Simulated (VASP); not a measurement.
Here is the system:

```xyz
2
Lattice="0.0000 2.6909 2.6909 2.6909 0.0000 2.6909 2.6909 2.6909 0.0000" Properties=species:S:1:pos:R:3 pbc="T T T"
Li     0.0000     0.0000     0.0000
Br     2.6909     2.6909     2.6909
```

These are PBE GGA with D3 dispersion (zero damping), VASP's PBE PAW potentials (set 64) (plane waves; VASP) values and carry that method's errors. Run with 520 eV cut-off, 8×8×8 Γ-centred mesh, Gaussian smearing of 0.050 eV, potentials Li_sv Br.

### Question
Estimate the energy per atom (σ→0), band gap (on the k-mesh) with the smallest direct gap where there is one.

### Answer

- band gap (on the k-mesh) = 5.25 eV
- smallest direct gap (on the k-mesh) = 5.25 eV
- energy per atom (σ→0) = -3.512 eV/atom

Total energies compare only between runs with the same potentials, cut-off and functional.

The compound is LiBr in the rock salt structure. This cell is one point of a volume scan, at 0.97 of the reference volume.
